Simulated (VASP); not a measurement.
Output of a VASP run:

### OSZICAR
```
       N       E                     dE             d eps       ncg     rms          rms(c)
DAV:   1     0.305720194247E+02    0.30572E+02   -0.49868E+03  3506   0.860E+02
DAV:   2    -0.451970113573E+01   -0.35092E+02   -0.32868E+02  3091   0.172E+02
DAV:   3    -0.477378080857E+01   -0.25408E+00   -0.25377E+00  3602   0.150E+01
DAV:   4    -0.477436387555E+01   -0.58307E-03   -0.58283E-03  3365   0.775E-01
DAV:   5    -0.477436737528E+01   -0.34997E-05   -0.34985E-05  3339   0.572E-02    0.104E+01
DAV:   6    -0.447291746365E+01    0.30145E+00   -0.97491E-01  3019   0.954E+00    0.637E+00
DAV:   7    -0.444877228910E+01    0.24145E-01   -0.82656E-02  3220   0.268E+00    0.292E+00
DAV:   8    -0.444529477796E+01    0.34775E-02   -0.21713E-03  3139   0.573E-01    0.249E-01
DAV:   9    -0.444529252739E+01    0.22506E-05   -0.69431E-06  3318   0.320E-02    0.711E-03
DAV:  10    -0.444529355433E+01   -0.10269E-05   -0.83608E-07  3364   0.867E-03    0.688E-04
DAV:  11    -0.444529355166E+01    0.26696E-08   -0.18836E-08  1802   0.144E-03
   1 F= -.44452936E+01 E0= -.44452936E+01  d E =0.000000E+00
```

### OUTCAR
```
------------------------ aborting loop because EDIFF is reached ----------------------------------------
  FORCE on cell =-STRESS in cart. coord.  units (eV):
  Direction    XX          YY          ZZ          XY          YZ          ZX
  --------------------------------------------------------------------------------------
  Total       -0.0179137     -0.0179137     -0.0179137      0.0000000      0.0000000     -0.0000000
  in kB       -1.7256144     -1.7256144     -1.7256144      0.0000000      0.0000000     -0.0000000
  external PRESSURE =      -1.7256144 kB  Pullay stress =       0.0000000 kB
  volume of cell :       16.63
      direct lattice vectors                 reciprocal lattice vectors
     0.000000000  2.026005196  2.026005196    -0.246791075  0.246791075  0.246791075
     2.026005196  0.000000000  2.026005196     0.246791075 -0.246791075  0.246791075
     2.026005196  2.026005196  0.000000000     0.246791075  0.246791075 -0.246791075
 POSITION                                       TOTAL-FORCE (eV/Angst)
 -----------------------------------------------------------------------------------
      0.00000      0.00000      0.00000        -0.000000     -0.000000      0.000000
 -----------------------------------------------------------------------------------
    total drift:                                0.000000     -0.000000      0.000000
  FREE ENERGIE OF THE ION-ELECTRON SYSTEM (eV)
  ---------------------------------------------------
  free  energy   TOTEN  =        -4.4452935517 eV

  energy  without entropy=       -4.4452935517  energy(sigma->0) =       -4.44529355

 total charge

# of ion       s       p       d       tot
------------------------------------------
    1        0.549   0.380   8.760   9.688
```
(Selected blocks of OUTCAR.)

File POSCAR:
```
Au
1
    0.0000000000     2.0260051963     2.0260051963
    2.0260051963     0.0000000000     2.0260051963
    2.0260051963     2.0260051963     0.0000000000
Au
1
Direct
  0.0000000000   0.0000000000   0.0000000000
```

Problem. Write an INCAR and KPOINTS that could have produced this output.

Solution. Several could match; the one computed here: the input of the run itself, LDA (Ceperley-Alder, Perdew-Zunger), plane waves, VASP's LDA PAW potentials (set 64).

### KPOINTS
```
Automatic mesh
0
Gamma
17 17 17
0 0 0
```

**INCAR**
```
ALGO = Normal
EDIFF = 1E-7
ENCUT = 400
ISIF = 2
ISMEAR = -5
LASPH = .TRUE.
LCHARG = .TRUE.
LMAXMIX = 6
LORBIT = 11
LREAL = .FALSE.
LWAVE = .FALSE.
NEDOS = 601
NELM = 100
PREC = Accurate
SYSTEM = Au
```

POTCAR, in this order: Au (LDA.64 set). Program: vasp_std.

For a metal the tetrahedron method with Blöchl corrections gives inexact stress and forces.

The compound is Au in the fcc structure. It was relaxed first.
